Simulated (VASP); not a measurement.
Method: revTPSS meta-GGA, VASP's PBE PAW potentials (set 64) (plane waves; VASP 6.6.1).

The input files of a VASP run:

**KPOINTS**
```
Automatic mesh
0
Gamma
 10 10 10
0 0 0
```

POSCAR:
```
HgTe
1.0
  0.0000000000   3.3226748993   3.3226748993
  3.3226748993   0.0000000000   3.3226748993
  3.3226748993   3.3226748993   0.0000000000
Hg Te
1 1
Cart
  0.0000000000   0.0000000000   0.0000000000
  1.6613374496   1.6613374496   1.6613374496
```

INCAR:
```
ALGO  =  Normal
EDIFF  =  1E-7
ENCUT  =  520
ISIF  =  2
ISMEAR  =  1
LASPH  =  .TRUE.
LCHARG  =  .FALSE.
LMAXMIX  =  6
LMIXTAU  =  .TRUE.
LREAL  =  .FALSE.
LWAVE  =  .FALSE.
METAGGA  =  RTPSS
NELM  =  100
PREC  =  Accurate
SIGMA  =  0.1
SYSTEM  =  HgTe
```

POTCAR, in this order: Hg Te (PBE.64 set). Program: vasp_std.

What will the output report for the number of irreducible k-points (NKPTS), largest plane-wave count, number of space-group operations, FFT grid (NGX, NGY, NGZ)?

The number of irreducible k-points (NKPTS) comes out as 47 and the largest plane-wave count is 1996. The number of space-group operations comes out as 24 and the FFT grid (NGX, NGY, NGZ) is 36 × 36 × 36.

The compound is HgTe in the zinc blende structure. This cell is one point of a volume scan, at 1.03 of the reference volume.
